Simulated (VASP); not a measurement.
Output of a VASP run:

### OSZICAR
```
       N       E                     dE             d eps       ncg     rms          rms(c)
DAV:   1     0.151306212226E+03    0.15131E+03   -0.98297E+03  4284   0.115E+03
DAV:   2    -0.195946259614E+02   -0.17090E+03   -0.16476E+03  4284   0.284E+02
DAV:   3    -0.278906947941E+02   -0.82961E+01   -0.79083E+01  5927   0.788E+01
DAV:   4    -0.281025608629E+02   -0.21187E+00   -0.21081E+00  6353   0.115E+01
DAV:   5    -0.281060425177E+02   -0.34817E-02   -0.34807E-02  5902   0.139E+00    0.215E+01
DAV:   6    -0.335843760658E+02   -0.54783E+01   -0.16615E+02  5383   0.322E+02    0.183E+01
DAV:   7    -0.239666642123E+02    0.96177E+01   -0.36922E+01  5331   0.121E+02    0.481E+00
DAV:   8    -0.234209263071E+02    0.54574E+00   -0.37392E+00  6711   0.397E+01    0.102E+00
DAV:   9    -0.234028234250E+02    0.18103E-01   -0.24770E-01  6868   0.554E+00    0.634E-01
DAV:  10    -0.234090166895E+02   -0.61933E-02   -0.13486E-02  6867   0.229E+00    0.767E-01
DAV:  11    -0.233983081602E+02    0.10709E-01   -0.56794E-02  6665   0.604E+00    0.102E-01
DAV:  12    -0.233985502552E+02   -0.24210E-03   -0.26381E-03  4904   0.384E-01    0.701E-02
DAV:  13    -0.233985310905E+02    0.19165E-04   -0.74036E-05  6844   0.123E-01    0.533E-02
DAV:  14    -0.233984840850E+02    0.47005E-04   -0.11216E-04  6818   0.263E-01    0.185E-02
DAV:  15    -0.233984816241E+02    0.24609E-05   -0.45409E-05  6783   0.144E-01    0.849E-03
DAV:  16    -0.233984812227E+02    0.40132E-06   -0.83983E-07  2790   0.128E-02
   1 F= -.23398481E+02 E0= -.23366985E+02  d E =-.629917E-01
```

OUTCAR:
```
------------------------ aborting loop because EDIFF is reached ----------------------------------------
  FORCE on cell =-STRESS in cart. coord.  units (eV):
  Direction    XX          YY          ZZ          XY          YZ          ZX
  --------------------------------------------------------------------------------------
  Total       -0.5939416     -0.5939416      0.2061436      0.0000000     -0.0000000      0.0000000
  in kB      -10.6699627    -10.6699627      3.7033016      0.0000000     -0.0000000      0.0000000
  external PRESSURE =      -5.8788746 kB  Pullay stress =       0.0000000 kB
  volume of cell :       89.18
      direct lattice vectors                 reciprocal lattice vectors
    -3.034587000  3.034587000  2.421209000     0.000000000  0.164767067  0.206508401
     3.034587000 -3.034587000  2.421209000     0.164767067  0.000000000  0.206508401
     3.034587000  3.034587000 -2.421209000     0.164767067  0.164767067  0.000000000
 POSITION                                       TOTAL-FORCE (eV/Angst)
 -----------------------------------------------------------------------------------
      0.96263      2.07196      2.42121        -0.023545      0.023545     -0.000000
      2.07196      0.96263      0.00000         0.023545     -0.023545      0.000000
      0.96263      3.99722      0.00000        -0.023545     -0.023545     -0.000000
      2.07196     -0.96263      2.42121         0.023545      0.023545      0.000000
      0.00000      0.00000      1.21060        -0.000000      0.000000      0.000000
      0.00000      0.00000      3.63181         0.000000      0.000000      0.000000
 -----------------------------------------------------------------------------------
    total drift:                               -0.000000     -0.000000      0.000000
  FREE ENERGIE OF THE ION-ELECTRON SYSTEM (eV)
  ---------------------------------------------------
  free  energy   TOTEN  =       -23.3984812227 eV

  energy  without entropy=      -23.3354894935  energy(sigma->0) =      -23.36698536
```
(Selected blocks of OUTCAR.)

File POSCAR:
```
Al2Cu
1
   -3.0345870000     3.0345870000     2.4212090000
    3.0345870000    -3.0345870000     2.4212090000
    3.0345870000     3.0345870000    -2.4212090000
Al Cu
4 2
Direct
  0.8413900000   0.6586100000   0.5000000000
  0.1586100000   0.3413900000   0.5000000000
  0.6586100000   0.1586100000   0.8172200000
  0.3413900000   0.8413900000   0.1827800000
  0.2500000000   0.2500000000   0.0000000000
  0.7500000000   0.7500000000   0.0000000000
```

Task: Write an INCAR and KPOINTS that could have produced this output.

Result: This is not unique; one that fits is the input of the run itself, PBE GGA, plane waves, VASP's PBE PAW potentials (set 64).

**INCAR**
```
SYSTEM=Al2Cu
PREC=Accurate; ENCUT=300; LREAL=.FALSE.
LASPH=.TRUE.
EDIFF=1E-6; NELM=100; ALGO=Normal
LMAXMIX=4
ISMEAR=-1; SIGMA=0.1
GGA=PE
ISIF=2
LWAVE=.FALSE.; LCHARG=.FALSE.
```

**KPOINTS**
```
Automatic mesh
0
Gamma
10 10 10
0 0 0
```

POTCAR, in this order: Al Cu (PBE.64 set). Program: vasp_std.

At this cut-off the stress carries a Pulay error, which pulls relaxed volumes low.

The structure comes from a computed database's Al2Cu entry; how it stands against other phases isn't given here. The cell was not relaxed at this level.
